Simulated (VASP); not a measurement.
Method: MS2 meta-GGA, VASP's PBE PAW potentials (set 64) (plane waves; VASP).

A VASP calculation is set up with these files.

File POSCAR:
```
La2O3
1
    1.9491290206    -3.3759904061     0.0000000000
    1.9491290206     3.3759904061    -0.0000000000
   -0.0000000000    -0.0000000000     6.0579462875
La O
2 3
Direct
  0.3333330000   0.6666670000   0.2456728687
  0.6666670000   0.3333330000   0.7543271313
  0.0000000000   0.0000000000   0.0000000000
  0.3333330000   0.6666670000   0.6459472137
  0.6666670000   0.3333330000   0.3540527863
```

### KPOINTS
```
Regular mesh
0
gamma
 6 6 4
0 0 0
```

INCAR:
```
SYSTEM = La2O3
PREC = Accurate
ENCUT = 520
EDIFF = 1E-6
NELM = 100
ALGO = Normal
LREAL = .FALSE.
LASPH = .TRUE.
ISMEAR = 0
SIGMA = 0.05
METAGGA = MS2
LMIXTAU = .TRUE.
LMAXMIX = 6
LWAVE = .FALSE.
LCHARG = .FALSE.
IBRION = 2
ISIF = 3
NSW = 60
EDIFFG = -0.02
```

POTCAR, in this order: La O (PBE.64 set). Program: vasp_std.

Question: Estimate the energy per atom (σ→0), volume per atom, band gap (on the k-mesh).

Answer: 
```json
{
 "energy per atom (σ→0)": "-7.231 eV/atom",
 "band gap (on the k-mesh)": "4.01 eV",
 "volume_per_atom": "16.18 Å³/atom"
}
```

File OSZICAR:
```
...
DAV:   1    -0.361544346914E+02    0.86875E-03   -0.98533E-02  1592   0.266E+00    0.116E-01
DAV:   2    -0.361556171719E+02   -0.11825E-02   -0.75354E-03  1840   0.845E-01    0.497E-02
DAV:   3    -0.361556744966E+02   -0.57325E-04   -0.58851E-04  2008   0.262E-01    0.246E-02
DAV:   4    -0.361556831007E+02   -0.86041E-05   -0.29759E-04  2288   0.169E-01    0.180E-02
DAV:   5    -0.361557096061E+02   -0.26505E-04   -0.50089E-05  2160   0.718E-02    0.109E-02
DAV:   6    -0.361557064947E+02    0.31113E-05   -0.25928E-05  2288   0.389E-02    0.721E-03
DAV:   7    -0.361557073406E+02   -0.84581E-06   -0.82850E-06  1640   0.269E-02
   4 F= -.36155707E+02 E0= -.36155707E+02  d E =-.403958E-03
```

The compound is La2O3 in the a-type structure. This run relaxes it. Symmetry was kept, so distortions that lower it aren't found. The start is the result of an earlier pass.
